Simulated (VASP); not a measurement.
Given:

```yaml
crystal:
  lattice:
    - [3.27206, 0.00000, 0.00000]
    - [-1.63603, 2.83369, 0.00000]
    - [0.00000, 0.00000, 5.20909]
  atoms:
    - { symbol: Be, position: [0.00000, 0.00000, 0.00000] }
    - { symbol: Be, position: [0.00000, 0.00000, 0.50000] }
    - { symbol: S, position: [0.33333, 0.66667, 0.25000] }
    - { symbol: S, position: [0.66667, 0.33333, 0.75000] }
```

These are PBEsol GGA, VASP's PBE PAW potentials (set 64) (plane waves; VASP) values and carry that method's errors. Run with 400 eV cut-off, Gaussian smearing of 0.050 eV, potentials Be S.

Problem. Give the energies of bands 3 to 11 at the high-symmetry points, in eV from the valence-band maximum.

Solution. 
```tsv
band	Γ	M	K	A	L	H
3	-7.47	-6.87	-7.04	-4.10	-7.40	-6.30
4	-0.83	-6.13	-5.08	-4.10	-7.40	-6.30
5	-0.83	-5.15	-4.57	-0.73	-2.53	-6.25
6	-0.80	-3.59	-4.57	-0.73	-2.53	-6.25
7	-0.80	-2.81	-3.90	-0.73	-2.35	-0.78
8	0.00	-0.67	-3.90	-0.73	-2.35	-0.78
9	3.41	2.93	1.41	4.34	3.10	3.80
10	5.00	3.77	7.61	4.34	3.10	3.80
11	5.72	3.82	7.61	5.11	4.30	4.53
```

The gap is indirect, 1.41 eV, from the valence maximum at Γ to the conduction minimum at K.

The structure was generated: BeS was put into the NiAs type type (P6_3/mmc), which need not be its known phase. It was relaxed first, which changed the volume by +22 %.
